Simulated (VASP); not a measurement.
Given:

```
CELL_PARAMETERS angstrom
      2.91000     0.00000     0.00000
      0.00000     2.91000     0.00000
      0.00000     0.00000     2.91000
ATOMIC_POSITIONS crystal
  Al 0.50000 0.50000 0.50000
  Fe 0.00000 0.00000 0.00000
```

All values below come from PBE GGA, VASP's PBE PAW potentials (set 64) (plane waves; VASP). Settings: 400 eV cut-off, 9×9×9 Γ-centred mesh, first-order Methfessel-Paxton smearing of 0.10 eV, potentials Al Fe.

**Question.** Estimate the energy per atom (σ→0), pressure, band gap (on the k-mesh) with the smallest direct gap where there is one.

**Answer.** 
```
Item                                                         Value
------------------------  ----------------------------------------
band gap (on the k-mesh)  none (metal, semimetal or under 0.01 eV)
energy per atom (σ→0)                               -6.301 eV/atom
pressure                                                 -7.46 GPa
```

The absolute energy has meaning only against runs of the same code, potentials and settings.

The compound is FeAl in the CsCl type structure. The cell was not relaxed at this level. The run is not spin-polarised, so no magnetic state was tried. The electron count is odd and the run is not spin-polarised, which forces a metal.
